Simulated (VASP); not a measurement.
Given:

```
Yb
1.0
    0.00000     2.65085     2.65085
    2.65085     0.00000     2.65085
    2.65085     2.65085     0.00000
Yb
1
Cartesian
  0.00000   0.00000   0.00000
```

These are optB86b-vdW, VASP's PBE PAW potentials (set 64) (plane waves; VASP 6.6.1) values and carry that method's errors. Settings: 520 eV cut-off, Gaussian smearing of 0.050 eV, potentials Yb_2.

The 4f electrons are frozen in the core of the lanthanide potential, so 4f levels, which can set the real gap, and their magnetism are missing.

Question: Estimate the band gap (along the path) with the smallest direct gap where there is one.

Answer: 
- band gap (along the path) = 0.03 eV
- smallest direct gap (along the path) = 0.06 eV

Total energies compare only between runs with the same potentials, cut-off and functional.

The compound is Yb in the fcc structure. It was relaxed first, which changed the volume by -9 %.
